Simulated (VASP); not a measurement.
# TlGe4 (I4/mmm) in VASP: reference runs

Aim: a first look at TlGe4 with PBE, on the cell as given.

Everything below comes from runs of VASP 6.6.1. Logs are shortened: lines on timing, memory, paths and dates and some standing lists are left out, and cuts for length are marked.

### 1 The crystal as given

Symmetry: I4/mmm, No. 139, tetragonal system. The conventional cell has a = 4.401 Å, b = 4.401 Å, c = 11.678 Å, α = 90.00°, β = 90.00°, γ = 90.00°. Tl (site symmetry 4/mmm) is surrounded by 16 Ge at 3.37 to 3.66 Å. Around Ge (site symmetry -4m2) lie 8 Ge at 2.74 to 3.11 Å. Ge (site symmetry 4mm) has 5 Ge at 2.58 to 2.74 Å as nearest neighbours.

The cell was built by a generator and needn't be a form met in nature.

### 2 Single point, PBE

INCAR

```
SYSTEM = TlGe4
ALGO     = Normal         ! electronic algorithm
EDIFF    = 1E-7           ! SCF threshold, eV
ENCUT    = 520            ! plane-wave cutoff, eV
GGA      = PE             ! functional
ISIF     = 2              ! what is computed and relaxed
ISMEAR   = -1             ! smearing method
LASPH    = .True.         ! aspherical terms in the spheres
LCHARG   = .False.        ! write CHGCAR
LREAL    = .False.        ! projectors in reciprocal space
LWAVE    = .False.        ! write WAVECAR
NBANDS   = 42             ! bands
NELM     = 60             ! most SCF steps
PREC     = Accurate       ! precision mode
SIGMA    = 0.05           ! smearing width, eV
```

KPOINTS

```
k-points
0
Gamma
  9 9 9
  0 0 0
```

POSCAR

```
TlGe4
1.0
   -2.2003164300      2.2003164300      5.8387639100
    2.2003164300     -2.2003164300      5.8387639100
    2.2003164300      2.2003164300     -5.8387639100
Tl Ge
1 4
Direct
    0.0000000000      0.0000000000      0.0000000000
    0.7500000000      0.2500000000      0.5000000000
    0.3893334900      0.3893334900      0.0000000000
    0.6106665100      0.6106665100      0.0000000000
    0.2500000000      0.7500000000      0.5000000000
```

Potentials or basis: VASP PAW PBE potentials, release 64 (Tl_d, Ge_d).

Launch:

```sh
$ cat potpaw_PBE.64/Tl_d/POTCAR potpaw_PBE.64/Ge_d/POTCAR > POTCAR
$ mpirun -np 1 vasp_std > vasp.out
```

OUTCAR:

```text
SYSTEM = TlGe4
   EDIFF = 1E-7
   ENCUT = 520
   GGA = PE
   ISIF = 2
   ISMEAR = -1
   LASPH = .True.
   LREAL = .False.
   NELM = 60
   PREC = Accurate

 ion  position               nearest neighbor table
   1  0.000  0.000  0.000-   4 3.37   4 3.37   4 3.37   3 3.37   4 3.37   3 3.37   3 3.37   3 3.37

   2  0.750  0.250  0.500-   3 2.74   4 2.74   3 2.74   4 2.74
   3  0.389  0.389  0.000-   4 2.58   2 2.74   5 2.74   5 2.74   2 2.74   1 3.37   1 3.37   1 3.37
                             1 3.37
   4  0.611  0.611  0.000-   3 2.58   2 2.74   5 2.74   2 2.74   5 2.74   1 3.37   1 3.37   1 3.37
                             1 3.37
   5  0.250  0.750  0.500-   3 2.74   4 2.74   3 2.74   4 2.74

  LATTYP: Found a body centered tetragonal cell.
 ALAT       =     4.4006328600
 C/A-ratio  =     2.6536019231

  Lattice vectors:

 A1 = (  -2.2003164300,   2.2003164300,   5.8387639100)
 A2 = (   2.2003164300,  -2.2003164300,   5.8387639100)
 A3 = (   2.2003164300,   2.2003164300,  -5.8387639100)

Analysis of symmetry for initial positions (statically):
=====================================================================
 Subroutine PRICEL returns:
 Original cell was already a primitive cell.

 Routine SETGRP: Setting up the symmetry group for a
 body centered tetragonal supercell.

 Subroutine GETGRP returns: Found 16 space group operations
 (whereof 16 operations were pure point group operations)
 out of a pool of 16 trial point group operations.

The static configuration has the point symmetry D_4h.

Analysis of symmetry for dynamics (positions and initial velocities):
=====================================================================
 Subroutine PRICEL returns:
 Original cell was already a primitive cell.

 Routine SETGRP: Setting up the symmetry group for a
 body centered tetragonal supercell.

 Subroutine GETGRP returns: Found 16 space group operations
 (whereof 16 operations were pure point group operations)
 out of a pool of 16 trial point group operations.

The dynamic configuration has the point symmetry D_4h.

 Subroutine INISYM returns: Found 16 space group operations
 (whereof 16 operations are pure point group operations),
 and found     1 'primitive' translations

----------------------------------------------------------------------------------------

                                     Primitive cell

  volume of cell :     113.0710

  direct lattice vectors                    reciprocal lattice vectors
    -2.200316430  2.200316430  5.838763910     0.000000000  0.227240043  0.085634564
     2.200316430 -2.200316430  5.838763910     0.227240043  0.000000000  0.085634564
     2.200316430  2.200316430 -5.838763910     0.227240043  0.227240043  0.000000000

  length of vectors
     6.616188388  6.616188388  6.616188388     0.242840103  0.242840103  0.321365951

  position of ions in fractional coordinates (direct lattice)
     0.000000000  0.000000000  0.000000000
     0.750000000  0.250000000  0.500000000
     0.389333490  0.389333490  0.000000000
     0.610666510  0.610666510  0.000000000
     0.250000000  0.750000000  0.500000000

  ion indices of the primitive-cell ions
   primitive index   ion index
                 1           1
                 2           2
                 3           3
                 4           4
                 5           5

----------------------------------------------------------------------------------------

 KPOINTS: k-points

Automatic generation of k-mesh.
 Grid dimensions read from file:
 generate k-points for:    9    9    9

 Generating k-lattice:

  Cartesian coordinates                     Fractional coordinates (reciprocal lattice)
     0.000000000  0.025248894  0.009514952     0.111111111 -0.000000000  0.000000000
     0.025248894  0.000000000  0.009514952    -0.000000000  0.111111111  0.000000000
     0.025248894  0.025248894  0.000000000     0.000000000  0.000000000  0.111111111

  Length of vectors
     0.026982234  0.026982234  0.035707328

  Shift w.r.t. Gamma in fractional coordinates (k-lattice)
     0.000000000  0.000000000  0.000000000

 Subroutine IBZKPT returns following result:
 ===========================================

 Found     75 irreducible k-points:

 Following reciprocal coordinates:
            Coordinates               Weight
  0.000000  0.000000  0.000000      1.000000
  0.111111 -0.000000  0.000000      8.000000
  0.222222 -0.000000  0.000000      8.000000
  0.333333 -0.000000  0.000000      8.000000
  0.444444 -0.000000  0.000000      8.000000
  0.111111  0.111111  0.000000      8.000000
[... 16 lines left out ...]
 -0.333333  0.333333  0.000000      4.000000
  0.444444  0.444444  0.000000      8.000000
 [... further k-points ...]
   k-points           NKPTS =     75   k-points in BZ     NKDIM =     75   number of bands    NBANDS=     42
   number of dos      NEDOS =    301   number of ions     NIONS =      5
   total plane-waves  NPLWV = 125000
   dimension x,y,z NGX =    50 NGY =   50 NGZ =   50
   dimension x,y,z NGXF=   100 NGYF=  100 NGZF=  100
   ions per type =               1   4
   NGX,Y,Z   is equivalent  to a cutoff of  12.56, 12.56, 12.56 a.u.
   NGXF,Y,Z  is equivalent  to a cutoff of  25.13, 25.13, 25.13 a.u.
 SYSTEM =  TlGe4
   PREC   = accura    normal or accurate (medium, high low for compatibility)
   ISTART =      0    job   : 0-new  1-cont  2-samecut
   ICHARG =      2    charge: 1-file 2-atom 10-const
   ISPIN  =      1    spin polarized calculation?
   LNONCOLLINEAR =      F non collinear calculations
   LSORBIT =      F    spin-orbit coupling
   LASPH  =      T    aspherical Exc in radial PAW
   ENCUT  =  520.0 eV  38.22 Ry    6.18 a.u.  12.30 12.30 12.30*2*pi/ulx,y,z
   NELM   =     60;   NELMIN=  2; NELMDL= -5     # of ELM steps
   EDIFF  = 0.1E-06   stopping-criterion for ELM
   LREAL  =      F    real-space projection
   EDIFFG = 0.1E-05   stopping-criterion for IOM
   NSW    =      0    number of steps for IOM
   IBRION =     -1    ionic relax: 0-MD 1-quasi-New 2-CG
   NFREE  =      0    steps in history (QN), initial steepest desc. (CG)
   ISIF   =      2    stress and relaxation
   ISYM   =      2    0-nonsym 1-usesym 2-fastsym
   POTIM  = 0.5000    time-step for ionic-motion
   TEBEG  =    0.0;   TEEND  =   0.0 temperature during run
   PSTRESS=    0.0 pullay stress
   NELECT =      69.0000    total number of electrons
   NUPDOWN=      -1.0000    fix difference up-down
   EMIN   =  10.00;   EMAX   =-10.00  energy-range for DOS
   EFERMI =   0.00;   METHOD = LEGACY
   ISMEAR =    -1;   SIGMA  =   0.05  broadening in eV -4-tet -1-fermi 0-gaus
   EFERMI_NEDOS =   21; number of points for ismear=-14 and -15
   IALGO  =     38    algorithm
   IMIX   =      4    mixing-type and parameters
     AMIX     =   0.40;   BMIX     =  1.00
     AMIX_MAG =   1.60;   BMIX_MAG =  1.00
  volume/ion in A,a.u.               =      22.61       152.61
  Fermi-wavevector in a.u.,A,eV,Ry     =   1.388590  2.624055 26.234523  1.928183
  Thomas-Fermi vector in A             =   2.512702
   LORBIT       =      0    0 simple, 1 ext, 2 COOP (PROOUT), +10 PAW based schemes
   GGA     = PE    functional components
   LHFCALC =     F    Hartree Fock is set to
   AEXX    =    0.0000 exact exchange contribution
   IVDW    =     0    specifies the selected vdW correction
   LEPSILON=     F    determine dielectric tensor
   LRPA    =     F    only Hartree local field effects (RPA)
 non-spin polarized calculation
  energy-cutoff  :      520.00
  volume of cell :      113.07
 maximum number of plane-waves:      3065
 NGX is ok and might be reduce to    50
   NGX = 25   NGY = 25   NGZ = 25

 number of electron      69.0000003 magnetization

 Free energy of the ion-electron system (eV)
  ---------------------------------------------------
  ext. energy  EPLUGINS =         0.00000000
  ---------------------------------------------------
  free energy    TOTEN  =       -19.19328941 eV

  energy without entropy =      -19.17572426  energy(sigma->0) =      -19.18450683

 E-fermi :   5.8576     XC(G=0): -10.4871

 val. band max:        5.8520384461   @ k =  -0.4444   0.1111  -0.0000
 cond. band min:       5.8651281492   @ k =   0.3333   0.1111   0.1111
 fundamental gap:      0.0130897031
 Fermi energy:         5.8576148913

 k-point     1 :       0.0000    0.0000    0.0000
  band No.  band energies     occupation
      1     -18.8476      2.00000
      2     -18.8446      2.00000
      3     -18.8446      2.00000
      4     -18.8430      2.00000
      5     -18.8251      2.00000
      6     -18.7973      2.00000
[... 34 lines left out ...]
     41      11.0847      0.00000
     42      11.0847      0.00000

 k-point     2 :       0.1111   -0.0000    0.0000
  band No.  band energies     occupation
      1     -18.8469      2.00000
      2     -18.8442      2.00000
      3     -18.8412      2.00000
      4     -18.8398      2.00000
      5     -18.8253      2.00000
      6     -18.7992      2.00000
[... 34 lines left out ...]
     41      10.9204      0.00000
     42      11.0152      0.00000

 k-point     3 :       0.2222   -0.0000    0.0000
  band No.  band energies     occupation
      1     -18.8440      2.00000
      2     -18.8416      2.00000
      3     -18.8333      2.00000
      4     -18.8324      2.00000
      5     -18.8238      2.00000
      6     -18.8041      2.00000
[... 34 lines left out ...]
     41      10.4652      0.00000
     42      10.7321      0.00000

 k-point     4 :       0.3333   -0.0000    0.0000
  band No.  band energies     occupation
      1     -18.8392      2.00000
      2     -18.8383      2.00000
      3     -18.8266      2.00000
      4     -18.8191      2.00000
      5     -18.8182      2.00000
      6     -18.8090      2.00000
[... 844 lines left out ...]
     41      10.6443      0.00000
     42      11.7167      0.00000

 k-point    23 :      -0.3333    0.3333    0.0000
  band No.  band energies     occupation
      1     -18.8388      2.00000
      2     -18.8338      2.00000
      3     -18.8288      2.00000
      4     -18.8118      2.00000
      5     -18.8110      2.00000
      6     -18.8109      2.00000
[... 34 lines left out ...]
     41      10.2121      0.00000
     42      10.4148      0.00000

 k-point    24 :       0.4444    0.4444    0.0000
  band No.  band energies     occupation
      1     -18.8429      2.00000
      2     -18.8266      2.00000
      3     -18.8192      2.00000
      4     -18.8143      2.00000
      5     -18.8116      2.00000
      6     -18.8073      2.00000
[... 34 lines left out ...]
     41      11.2085      0.00000
     42      12.3623      0.00000

 [... further k-points ...]

------------------------ aborting loop because EDIFF is reached ----------------------------------------

  FORCE on cell =-STRESS in cart. coord.  units (eV):
  Direction    XX          YY          ZZ          XY          YZ          ZX
  --------------------------------------------------------------------------------------
  -------------------------------------------------------------------------------------
  Total        1.3613318      1.3613318      1.4067323      0.0000000     -0.0000000      0.0000000
  in kB       19.2896078     19.2896078     19.9329166      0.0000000     -0.0000000      0.0000000
  external PRESSURE =      19.5040441 kB  Pullay stress =       0.0000000 kB

 VOLUME and BASIS-vectors are now :
 -----------------------------------------------------------------------------
  energy-cutoff  :      520.00
  volume of cell :      113.07
      direct lattice vectors                 reciprocal lattice vectors
    -2.200316430  2.200316430  5.838763910     0.000000000  0.227240043  0.085634564
     2.200316430 -2.200316430  5.838763910     0.227240043  0.000000000  0.085634564
     2.200316430  2.200316430 -5.838763910     0.227240043  0.227240043  0.000000000

 POSITION                                       TOTAL-FORCE (eV/Angst)
 -----------------------------------------------------------------------------------
      0.00000      0.00000      0.00000         0.000000      0.000000      0.000000
      0.00000      2.20032      2.91938         0.000000      0.000000      0.000000
      0.00000      0.00000      4.54645        -0.000000     -0.000000     -0.622007
      0.00000      0.00000      7.13108        -0.000000     -0.000000      0.622007
      2.20032      0.00000      2.91938         0.000000      0.000000      0.000000
 -----------------------------------------------------------------------------------
    total drift:                               -0.000000     -0.000000      0.000000

  FREE ENERGIE OF THE ION-ELECTRON SYSTEM (eV)
  ---------------------------------------------------
  free  energy   TOTEN  =       -19.1932894090 eV

  energy  without entropy=      -19.1757242579  energy(sigma->0) =      -19.18450683
```

Wall time 7.7 min (1 thread of Intel Xeon 6975P-C (Granite Rapids), shared host); peak memory 0.52 GiB.

What came out:

- Free energy: -19.1933 eV
- Pressure: 2.0 GPa
- Largest force: 0.622 eV/Å
- Band gap on the k mesh: none (metal or under the smearing width)

Forces in eV/Å, atoms in the order of the input:
```
Tl   0.000  0.000  0.000
Ge   0.000  0.000  0.000
Ge   0.000  0.000 -0.622
Ge   0.000  0.000  0.622
Ge   0.000  0.000  0.000
```

Levels at points of the mesh, in eV from the Fermi level:
```
           k point  band 33  band 34  band 35  band 36  band 37  band 38
(0.00, 0.00, 0.00)    -1.43    -1.43    -0.69     0.74     2.38     3.16
```

The run has no spin-orbit coupling, so splittings on Tl are missing.
